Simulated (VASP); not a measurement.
KBr3:

```
CELL_PARAMETERS angstrom
6.41236 0.00000 0.00000
-3.20618 5.55327 0.00000
0.00000 0.00000 7.08704
ATOMIC_POSITIONS crystal
Br 0.33511 0.16755 0.75000
Br 0.83245 0.16755 0.75000
Br 0.83245 0.66489 0.75000
Br 0.66489 0.83245 0.25000
Br 0.16755 0.83245 0.25000
Br 0.16755 0.33511 0.25000
K 0.66667 0.33333 0.25000
K 0.33333 0.66667 0.75000
```

The cell comes from a database or a generator and needn't be the stable form of this composition.

- Program: VASP 6.6.1
- Task: single point
- Functional: PBE
- Potentials or basis: VASP PAW PBE potentials, release 64 (Br, K_sv)
- Cutoff: 520 eV
- k mesh: 5 × 5 × 4
- Occupations: fermi-dirac, width 0.05 eV
- Spin: no spin polarisation

On this cell: pressure 0.8 GPa; largest force 0.009 eV/Å; band gap on the k mesh none (metal or under the smearing width).

The same run follows on a disturbed copy (atoms moved at random, drawn with an rms of 0.05 Å):

```
CELL_PARAMETERS angstrom
6.41236 0.00000 0.00000
-3.20618 5.55327 0.00000
0.00000 0.00000 7.08704
ATOMIC_POSITIONS crystal
Br 0.33315 0.16251 0.75796
Br 0.82810 0.16963 0.74587
Br 0.83200 0.66781 0.75863
Br 0.66087 0.83284 0.25226
Br 0.17189 0.83063 0.25017
Br 0.17053 0.33419 0.24697
K 0.67388 0.33779 0.25015
K 0.33111 0.67007 0.74860
```

Problem. What does the disturbed cell give?

Solution. The energy (extrapolated to zero smearing) moves by +1.3 meV/atom; pressure 0.8 GPa; largest force 0.123 eV/Å; band gap on the k mesh none (metal or under the smearing width).

Forces on the atoms (eV/Å):
```
Br  -0.058  0.091 -0.059
Br   0.013  0.012  0.065
Br  -0.014  0.007 -0.052
Br   0.080  0.017 -0.013
Br  -0.037  0.084  0.037
Br   0.006 -0.076  0.038
K   -0.055 -0.032 -0.003
K    0.065 -0.102 -0.013
```

Stress tensor (GPa, compression positive):
```
 0.76 -0.03 -0.04
-0.03  0.79  0.05
-0.04  0.05  0.85
```
